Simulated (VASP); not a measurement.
Fe:

```
CELL_PARAMETERS angstrom
-1.44300 1.44300 1.44300
1.44300 -1.44300 1.44300
1.44300 1.44300 -1.44300
ATOMIC_POSITIONS crystal
Fe 0.00000 0.00000 0.00000
```

* Program: VASP 6.6.1
* Task: relaxation of cell and atoms
* Functional: rev-vdW-DF2
* Potentials or basis: VASP PAW PBE potentials, release 64 (Fe)
* Cutoff: 600 eV
* k mesh: 18 × 18 × 18
* Occupations: methfessel-paxton, width 0.1 eV
* Spin: collinear spin, ferromagnetic start
* Starting moments: [4.0] μB

At the start: pressure -14.7 GPa; volume 12.02 Å³/atom.

**Question.** How do energy, volume and symmetry change on relaxing?

**Answer.** Over 3 steps the energy falls by 48.3 meV/atom and the volume is 11.06 Å³/atom (-8.0 %); space group Im-3m (No. 229, to 0.05 Å); moment 2.13 μB per cell.

The path:
| step | energy change (eV) | largest force (eV/Å) | pressure (GPa) | volume (Å³) |
| --- | --- | --- | --- | --- |
| 1 | 0.0000 | 0.0000 | -14.68 | 12.02 |
| 2 | 0.0012 | 0.0000 | 19.99 | 10.20 |
| 3 | -0.0483 | 0.0000 | -0.10 | 11.06 |

Final structure:
```yaml
crystal:
  lattice:
    - [-1.40365, 1.40365, 1.40365]
    - [1.40365, -1.40365, 1.40365]
    - [1.40365, 1.40365, -1.40365]
  atoms:
    - { symbol: Fe, position: [0.00000, 0.00000, 0.00000] }
```

Caveat: the PAW data sets were made with another functional, which shifts forces and pressure a little.
